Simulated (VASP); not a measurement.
Consider the following.

```
CELL_PARAMETERS angstrom
      1.82678    -3.16408     0.00000
      1.82678     3.16408     0.00000
      0.00000     0.00000     6.01747
ATOMIC_POSITIONS crystal
  Sn 0.00000 0.00000 0.00000
  S  0.33333 0.66667 0.24495
  S  0.66667 0.33333 0.75505
```

These are PBEsol GGA with spin-orbit coupling, VASP's PBE PAW potentials (set 64) (plane waves; VASP) values and carry that method's errors. Run with 400 eV cut-off, 6×6×4 Γ-centred mesh, Gaussian smearing of 0.050 eV, potentials Sn_d S.

The path is coarsely sampled, so an indirect gap can come out somewhat too large. Without a dispersion term in the relaxation, distances and binding between the weakly bound layers, chains or molecules are unreliable, and so is what depends on them.

Q: Estimate the energy per atom (σ→0), band gap (over mesh and band path) with the smallest direct gap where there is one.

A: 
```
Item                                                            Value
---------------------------------------------  ----------------------
band gap (over mesh and band path)                            1.42 eV
smallest direct gap (over mesh and band path)                 1.81 eV
energy per atom (σ→0)                          -460.3 kJ/mol of atoms
```

Total energies compare only between runs with the same potentials, cut-off and functional.

The compound is SnS2 in the 1T layered structure. It was relaxed first.
